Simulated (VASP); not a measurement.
The system is AgRh.

```
Ag Rh
1.0
     2.77759    0.00000    0.00000
    -1.38879    2.40546    0.00000
     0.00000    0.00000    4.80860
Ag Rh
1 1
Cartesian
  0.0000 0.0000 2.4043
  1.3888 0.8018 0.0000
```

The cell comes from a database or a generator and needn't be the stable form of this composition.

| Property | Result |
| --- | --- |
| Program | VASP 6.6.1 |
| Task | relaxation of cell and atoms |
| Functional | PBE |
| Dispersion | D3(BJ) |
| Potentials or basis | VASP PAW PBE potentials, release 64 (Ag, Rh_pv) |
| Cutoff | 600 eV |
| k mesh | 10 × 10 × 6 |
| Occupations | fermi-dirac, width 0.05 eV |
| Spin | no spin polarisation |

At the start: pressure -8.2 GPa; volume 16.06 Å³/atom.

Where does the relaxation end?

Over 6 steps the energy falls by 23.6 meV/atom and the volume is 15.20 Å³/atom (-5.4 %); space group P-6m2 (No. 187, to 0.05 Å).

Step by step:
| step | energy change (eV) | largest force (eV/Å) | pressure (GPa) | volume (Å³) |
| --- | --- | --- | --- | --- |
| 1 | 0.0000 | 0.0000 | -8.24 | 32.13 |
| 2 | 0.0391 | 0.0000 | 14.70 | 28.44 |
| 3 | -0.0461 | 0.0000 | -0.10 | 30.47 |
| 4 | -0.0461 | 0.0000 | 0.08 | 30.44 |
| 5 | -0.0472 | 0.0000 | 0.08 | 30.41 |
| 6 | -0.0472 | 0.0000 | 0.08 | 30.41 |

Final structure:
```yaml
crystal:
  lattice:
    - [2.73713, 0.00000, 0.00000]
    - [-1.36857, 2.37043, 0.00000]
    - [0.00000, 0.00000, 4.68673]
  atoms:
    - { symbol: Ag, position: [0.00000, 0.00000, 0.50000] }
    - { symbol: Rh, position: [0.66667, 0.33333, 0.00000] }
```

Caveat: pairwise dispersion overbinds metals, which lowers pressure and volume.
